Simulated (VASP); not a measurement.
Input of a VASP 6.6.1 run:

File INCAR:

```
SYSTEM = Cs
PREC = Accurate ; ENCUT = 600
EDIFF = 1E-7 ; ISMEAR = -1
SIGMA = 0.05 ; LREAL = .False.
LASPH = .True. ; NELM = 60
ALGO = Normal ; ISIF = 2
LWAVE = .False. ; LCHARG = .False.
LDIPOL = .True. ; IDIPOL = 3
DIPOL = 0.5 0.5 0.500 ; GGA = PE
IBRION = 2 ; NSW = 60
EDIFFG = -0.005
```

Contents of KPOINTS:

```
regular mesh
0
Gamma
  6 6 1
  0 0 0
```

POSCAR

```
Cs
1.0
    5.2351235659      0.0000000000      0.0000000000
   -1.7450411886      4.9357218317      0.0000000000
    0.0000000000      0.0000000000     23.5489209845
Cs
3
Selective dynamics
Direct
    0.5000000000      0.5000000000      0.3184859300  F F F
    0.0000000000      0.0000000000      0.5000000000  T T T
    0.5000000000      0.5000000000      0.6815140700  T T T
```

Potentials or basis: VASP PAW PBE potentials, release 64 (Cs_sv).

Run with:

```bash
$ cat potpaw_PBE.64/Cs_sv/POTCAR > POTCAR
$ mpirun -np 1 vasp_std > vasp.out
```

Q: Predict the energy gained by relaxing.

A: 1.0 meV/atom.

Q: Predict the band gap on the k mesh.

A: None (metal or under the smearing width).

Final structure:
```cif
data_structure
_symmetry_space_group_name_H-M 'P 1'
_symmetry_Int_Tables_number 1
_cell_length_a 5.2351
_cell_length_b 5.2351
_cell_length_c 23.5489
_cell_angle_alpha 90.000
_cell_angle_beta 90.000
_cell_angle_gamma 109.471
_cell_volume 608.48
loop_
_atom_site_label
_atom_site_type_symbol
_atom_site_fract_x
_atom_site_fract_y
_atom_site_fract_z
_atom_site_occupancy
Cs1 Cs 0.50000 0.50000 0.31849 1
Cs2 Cs 0.00000 0.00000 0.50568 1
Cs3 Cs 0.50000 0.50000 0.69331 1
```

The run has no spin-orbit coupling, so splittings on Cs are missing.
